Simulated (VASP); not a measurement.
Output of a VASP run:

OSZICAR:
```
...
DAV:   3    -0.139326741655E+02   -0.72762E+01   -0.72079E+01  4363   0.473E+01
DAV:   4    -0.140627788509E+02   -0.13010E+00   -0.13004E+00  2518   0.741E+00
DAV:   5    -0.140664008585E+02   -0.36220E-02   -0.36218E-02  3404   0.904E-01    0.347E+01
DAV:   6    -0.137054704144E+02    0.36093E+00   -0.45918E-01  2315   0.486E+00    0.214E+01
DAV:   7    -0.136450024478E+02    0.60468E-01   -0.88389E-01  3019   0.616E+00    0.178E+00
DAV:   8    -0.136328446492E+02    0.12158E-01   -0.16724E-01  2756   0.273E+00    0.779E-01
DAV:   9    -0.136323018162E+02    0.54283E-03   -0.49474E-03  2992   0.516E-01    0.311E-01
DAV:  10    -0.136323479000E+02   -0.46084E-04   -0.12691E-03  2666   0.361E-01    0.177E-01
DAV:  11    -0.136323321717E+02    0.15728E-04   -0.83366E-05  3252   0.888E-02    0.542E-02
DAV:  12    -0.136323284727E+02    0.36990E-05   -0.11714E-05  2970   0.315E-02    0.199E-02
DAV:  13    -0.136323298763E+02   -0.14036E-05   -0.46492E-06  2588   0.229E-02    0.145E-03
DAV:  14    -0.136323299840E+02   -0.10774E-06   -0.13064E-07  1504   0.264E-03
   1 F= -.13632330E+02 E0= -.13631108E+02  d E =-.136323E+02
       N       E                     dE             d eps       ncg     rms          rms(c)
DAV:   1    -0.136419847642E+02   -0.96549E-02   -0.28320E-01  2658   0.414E+00    0.625E-01
DAV:   2    -0.136351904158E+02    0.67943E-02   -0.22151E-02  2721   0.103E+00    0.343E-01
DAV:   3    -0.136327592785E+02    0.24311E-02   -0.16410E-02  3733   0.772E-01    0.232E-01
DAV:   4    -0.136329595798E+02   -0.20030E-03   -0.11071E-03  2609   0.189E-01    0.132E-01
DAV:   5    -0.136331754719E+02   -0.21589E-03   -0.14933E-04  3038   0.883E-02    0.450E-02
DAV:   6    -0.136332298216E+02   -0.54350E-04   -0.17710E-04  3574   0.624E-02    0.166E-02
DAV:   7    -0.136332307199E+02   -0.89828E-06   -0.63352E-06  2921   0.184E-02
   2 F= -.13633231E+02 E0= -.13632110E+02  d E =-.900736E-03
       N       E                     dE             d eps       ncg     rms          rms(c)
DAV:   1    -0.136337513257E+02   -0.52150E-03   -0.15980E-02  2630   0.985E-01    0.148E-01
DAV:   2    -0.136333754437E+02    0.37588E-03   -0.12248E-03  2693   0.245E-01    0.805E-02
DAV:   3    -0.136332420123E+02    0.13343E-03   -0.90557E-04  3743   0.182E-01    0.555E-02
DAV:   4    -0.136332519199E+02   -0.99077E-05   -0.60987E-05  2644   0.436E-02    0.316E-02
DAV:   5    -0.136332620959E+02   -0.10176E-04   -0.84183E-06  3007   0.207E-02    0.111E-02
DAV:   6    -0.136332639449E+02   -0.18490E-05   -0.10204E-05  2959   0.152E-02    0.411E-03
DAV:   7    -0.136332639321E+02    0.12820E-07   -0.37363E-07  1189   0.496E-03
   3 F= -.13633264E+02 E0= -.13632174E+02  d E =-.933948E-03
       N       E                     dE             d eps       ncg     rms          rms(c)
DAV:   1    -0.136351978178E+02   -0.19339E-02   -0.63536E-02  2735   0.197E+00    0.269E-01
DAV:   2    -0.136337758830E+02    0.14219E-02   -0.34630E-03  2588   0.427E-01    0.133E-01
DAV:   3    -0.136333617754E+02    0.41411E-03   -0.28855E-03  3684   0.317E-01    0.910E-02
DAV:   4    -0.136333957659E+02   -0.33991E-04   -0.13069E-04  2540   0.814E-02    0.532E-02
DAV:   5    -0.136334392561E+02   -0.43490E-04   -0.81368E-05  3039   0.498E-02    0.160E-02
DAV:   6    -0.136334415115E+02   -0.22554E-05   -0.50474E-06  2372   0.183E-02    0.705E-03
DAV:   7    -0.136334409198E+02    0.59167E-06   -0.13545E-06  1273   0.927E-03
   4 F= -.13633441E+02 E0= -.13632423E+02  d E =-.176988E-03
```

OUTCAR:
```
------------------------ aborting loop because EDIFF is reached ----------------------------------------
  FORCE on cell =-STRESS in cart. coord.  units (eV):
  Direction    XX          YY          ZZ          XY          YZ          ZX
  --------------------------------------------------------------------------------------
  Total       -0.0232028     -0.0232028     -0.0036159     -0.0000000     -0.0000000     -0.0000000
  in kB       -0.5937649     -0.5937650     -0.0925313     -0.0000000     -0.0000000     -0.0000000
  external PRESSURE =      -0.4266871 kB  Pullay stress =       0.0000000 kB
  volume of cell :       62.61
      direct lattice vectors                 reciprocal lattice vectors
     1.797664070 -3.113645767  0.000000000     0.278138729 -0.160583457  0.000000000
     1.797664070  3.113645767 -0.000000000     0.278138729  0.160583457  0.000000000
    -0.000000000  0.000000000  5.592786693     0.000000000  0.000000000  0.178801741
 POSITION                                       TOTAL-FORCE (eV/Angst)
 -----------------------------------------------------------------------------------
      1.79766      1.03788      1.39820         0.000000      0.000000     -0.000000
      1.79766     -1.03788      4.19459        -0.000000     -0.000000      0.000000
 -----------------------------------------------------------------------------------
    total drift:                               -0.000062      0.000512     -0.000010
  FREE ENERGIE OF THE ION-ELECTRON SYSTEM (eV)
  ---------------------------------------------------
  free  energy   TOTEN  =       -13.6334409198 eV

  energy  without entropy=      -13.6303857938  energy(sigma->0) =      -13.63242254

 reached required accuracy - stopping structural energy minimisation
```
(Selected blocks of OUTCAR.)

POSCAR:
```
Y
1
    1.8004523591    -3.1184752276    -0.0000000000
    1.8004523591     3.1184752276    -0.0000000000
    0.0000000000     0.0000000000     5.5441903152
Y
2
Direct
  0.3333330000   0.6666670000   0.2500000000
  0.6666670000   0.3333330000   0.7500000000
```

Task: Reconstruct the remaining input files.

Result: This is not unique; one that fits is the input of the run itself, PBEsol GGA, plane waves, VASP's PBE PAW potentials (set 64).

KPOINTS:
```
K-points
0
Gamma
  12 12 7
0 0 0
```

INCAR:
```
# general
SYSTEM   =  Y
PREC     =  Accurate
ENCUT    =  500   # plane-wave cut-off (eV)
LREAL    =  .FALSE.
LASPH    =  .TRUE.   # aspherical one-centre terms

# electronic loop
EDIFF    =  1E-6
NELM     =  100
ALGO     =  Normal   # blocked Davidson
LMAXMIX  =  4

# smearing
ISMEAR   =  1
SIGMA    =  0.1   # width (eV)

# functional
GGA      =  PS

# ions
IBRION   =  2   # conjugate gradients
NSW      =  40   # most ionic steps
ISIF     =  3   # ions, shape and volume
EDIFFG   =  -0.02   # ionic stop

# output
LWAVE    =  .FALSE.
LCHARG   =  .FALSE.
```

POTCAR, in this order: Y_sv (PBE.64 set). Program: vasp_std.

The compound is Y in the hcp structure. This run relaxes it. Symmetry was kept, so distortions that lower it aren't found.
